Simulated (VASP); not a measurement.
VASP input:

File KPOINTS:
```
Automatic mesh
0
Gamma
9 9 9
0 0 0
```

INCAR:
```
SYSTEM = Sr
PREC = Accurate; ENCUT = 400; LREAL = .False.
LASPH = .True.
EDIFF = 1E-7; NELM = 100; ALGO = Normal
LMAXMIX = 4
ISMEAR = -5
ISIF = 2
LWAVE = .False.; LCHARG = .True.; LORBIT = 11
NEDOS = 601
```

**POSCAR**
```
Sr
1.0
  0.0000000000   2.8910951363   2.8910951363
  2.8910951363   0.0000000000   2.8910951363
  2.8910951363   2.8910951363   0.0000000000
Sr
1
Direct
  0.0000000000   0.0000000000   0.0000000000
```

POTCAR, in this order: Sr_sv (LDA.64 set). Program: vasp_std.

Q: Write an equivalent input for Ansatz.

A: One equivalent input (not run):
Ansatz 0.2 input:
```yaml
crystal:
  lattice:
    - [0.0000000, 2.8910951, 2.8910951]
    - [2.8910951, 0.0000000, 2.8910951]
    - [2.8910951, 2.8910951, 0.0000000]
  atoms:
    - { symbol: Sr, position: [0.0000000, 0.0000000, 0.0000000] }
kpoints:
  mp_grid: { grid: [9, 9, 9] }
hamiltonian:
  xc: lda
  pseudopotentials: { kind: paw }
scf:
  occupations: { method: tetrahedron }
  max_iter: 100
output: { forces: true, stress: true, eigenvalues: true }
```
Limits of the translation: each code has its own PAW files, so the cut-off isn't converted (ENCUT is set for VASP's; basis.ecutwfc is left out, and Ansatz then takes the one that its files recommend); Ansatz stops its SCF on the density residual and VASP on the energy change (EDIFF); Ansatz's lda is the Perdew-Wang form, while the LDA potentials of VASP carry Perdew-Zunger's.

The compound is Sr in the fcc structure. It was relaxed first, which changed the volume by -14 %.
